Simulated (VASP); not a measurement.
Level of theory: RPBE GGA, VASP's PBE PAW potentials (set 64) (plane waves; VASP).

VASP input:

### INCAR
```
EDIFF  =  1E-7
LEFG  =  .TRUE.
ISIF  =  2
LCHARG  =  .TRUE.
ENCUT  =  520   # plane-wave cut-off (eV)
SYSTEM  =  C
LWAVE  =  .FALSE.
ALGO  =  Normal
ISMEAR  =  -5
LASPH  =  .TRUE.   # aspherical one-centre terms
PREC  =  Accurate
GGA  =  RP
NEDOS  =  601   # DOS grid
LREAL  =  .FALSE.
NELM  =  100   # most electronic steps
LORBIT  =  11   # lm-projected
```

**POSCAR**
```
C
1
    1.2393561349    -2.1466272913     0.0000000000
    1.2393561349     2.1466272913     0.0000000000
    0.0000000000     0.0000000000     8.9391026393
C
4
Direct
  0.0000000000   0.0000000000   0.2500000000
  0.0000000000   0.0000000000   0.7500000000
  0.3333330000   0.6666670000   0.2500000000
  0.6666670000   0.3333330000   0.7500000000
```

**KPOINTS**
```
Automatic mesh
0
Gamma
11 11 3
0 0 0
```

POTCAR, in this order: C (PBE.64 set). Program: vasp_std.

Output

**OSZICAR**
```
       N       E                     dE             d eps       ncg     rms          rms(c)
DAV:   1     0.703215240979E+02    0.70322E+02   -0.79525E+03   768   0.119E+03
DAV:   2    -0.316590061202E+02   -0.10198E+03   -0.92579E+02  1104   0.234E+02
DAV:   3    -0.374263225485E+02   -0.57673E+01   -0.56966E+01   932   0.593E+01
DAV:   4    -0.375271412909E+02   -0.10082E+00   -0.10064E+00   976   0.899E+00
DAV:   5    -0.375298116995E+02   -0.26704E-02   -0.26689E-02   960   0.141E+00    0.894E+00
DAV:   6    -0.358755110813E+02    0.16543E+01   -0.15006E+00   932   0.849E+00    0.533E+00
DAV:   7    -0.352695331872E+02    0.60598E+00   -0.20273E+00   880   0.989E+00    0.132E+00
DAV:   8    -0.352860971235E+02   -0.16564E-01   -0.63556E-02   868   0.188E+00    0.101E-01
DAV:   9    -0.352864133511E+02   -0.31623E-03   -0.13982E-03   972   0.320E-01    0.769E-02
DAV:  10    -0.352862696196E+02    0.14373E-03   -0.15037E-03   844   0.398E-01    0.348E-02
DAV:  11    -0.352862677689E+02    0.18507E-05   -0.32067E-05   952   0.410E-02    0.811E-03
DAV:  12    -0.352862692032E+02   -0.14343E-05   -0.26634E-06   916   0.194E-02    0.571E-03
DAV:  13    -0.352862683512E+02    0.85201E-06   -0.38676E-07   960   0.466E-03    0.317E-04
DAV:  14    -0.352862683304E+02    0.20829E-07   -0.10319E-08   664   0.109E-03
   1 F= -.35286268E+02 E0= -.35286268E+02  d E =0.000000E+00
```

### OUTCAR
```
------------------------ aborting loop because EDIFF is reached ----------------------------------------
  FORCE on cell =-STRESS in cart. coord.  units (eV):
  Direction    XX          YY          ZZ          XY          YZ          ZX
  --------------------------------------------------------------------------------------
  Total       -0.0547056     -0.0547056      0.0695053     -0.0000000      0.0000000      0.0000000
  in kB       -1.8427484     -1.8427476      2.3412701     -0.0000000      0.0000000      0.0000000
  external PRESSURE =      -0.4480753 kB  Pullay stress =       0.0000000 kB
  volume of cell :       47.56
      direct lattice vectors                 reciprocal lattice vectors
     1.239356135 -2.146627291  0.000000000     0.403435289 -0.232923527  0.000000000
     1.239356135  2.146627291  0.000000000     0.403435289  0.232923527  0.000000000
     0.000000000  0.000000000  8.939102639     0.000000000  0.000000000  0.111868052
 POSITION                                       TOTAL-FORCE (eV/Angst)
 -----------------------------------------------------------------------------------
      0.00000      0.00000      2.23478         0.000000     -0.000000      0.000000
      0.00000      0.00000      6.70433        -0.000000      0.000000      0.000000
      1.23936      0.71554      2.23478         0.000000     -0.000000     -0.000000
      1.23936     -0.71554      6.70433         0.000000     -0.000000     -0.000000
 -----------------------------------------------------------------------------------
    total drift:                                0.000000     -0.000000      0.000000
  FREE ENERGIE OF THE ION-ELECTRON SYSTEM (eV)
  ---------------------------------------------------
  free  energy   TOTEN  =       -35.2862683304 eV

  energy  without entropy=      -35.2862683304  energy(sigma->0) =      -35.28626833

 total charge

# of ion       s       p       d       tot
------------------------------------------
    1        0.867   1.769   0.000   2.636
    2        0.867   1.769   0.000   2.636
    3        0.867   1.769   0.000   2.636
    4        0.867   1.769   0.000   2.636
--------------------------------------------------
tot          3.467   7.078   0.000  10.545

 Electric field gradients after diagonalization (V/A^2)
 (convention: |V_zz| > |V_xx| > |V_yy|)
----------------------------------------------------------------------
 ion       V_xx      V_yy      V_zz     asymmetry (V_yy - V_xx)/ V_zz
----------------------------------------------------------------------
   1     -14.511   -14.509    29.019       0.000
   2     -14.511   -14.509    29.019       0.000
   3     -14.488   -14.487    28.975       0.000
   4     -14.488   -14.487    28.975       0.000
```
(Selected blocks of OUTCAR.)

Without a dispersion term in the relaxation, distances and binding between the weakly bound layers, chains or molecules are unreliable, and so is what depends on them.

The compound is C in the graphite structure. It was relaxed first, which changed the volume by +35 %.
